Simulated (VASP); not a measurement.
Here is the system:

```
GeSe
1.0
    3.97965     0.00000     0.00000
    0.00000     4.31835     0.00000
    0.00000     0.00000    19.15711
Ge Se
2 2
Direct
  0.75000   0.89090   0.56360
  0.25000   0.39090   0.43640
  0.25000   0.48370   0.56765
  0.75000   0.98370   0.43235
```

Computed with PBE GGA, VASP's PBE PAW potentials (set 64) (plane waves; VASP 6.6.1). Settings: 400 eV cut-off, Gaussian smearing of 0.050 eV, potentials Ge_d Se.

The cell holds a wide vacuum, so values per volume refer to the whole cell.

Task: Give the energies of bands 14 to 23 at the high-symmetry points, in eV from the valence-band maximum.

Result: 
```tsv
band	Γ	X	Z	U
14	-5.90	-8.14	-7.98	-7.59
15	-3.83	-2.80	-2.66	-4.74
16	-3.34	-2.80	-2.66	-4.74
17	-3.14	-2.13	-1.95	-3.60
18	-1.78	-2.13	-1.95	-3.60
19	-1.74	-0.84	-0.44	-1.71
20	-0.68	-0.84	-0.44	-1.71
21	1.64	1.50	1.60	3.16
22	2.74	1.50	1.60	3.16
23	3.35	1.96	2.41	5.18
```

The gap is direct, 1.20 eV, from the valence maximum at Γ-Z at 0.81 to the conduction minimum at Γ-Z at 0.81.

The cell is a sheet with vacuum, built from a generated structure.
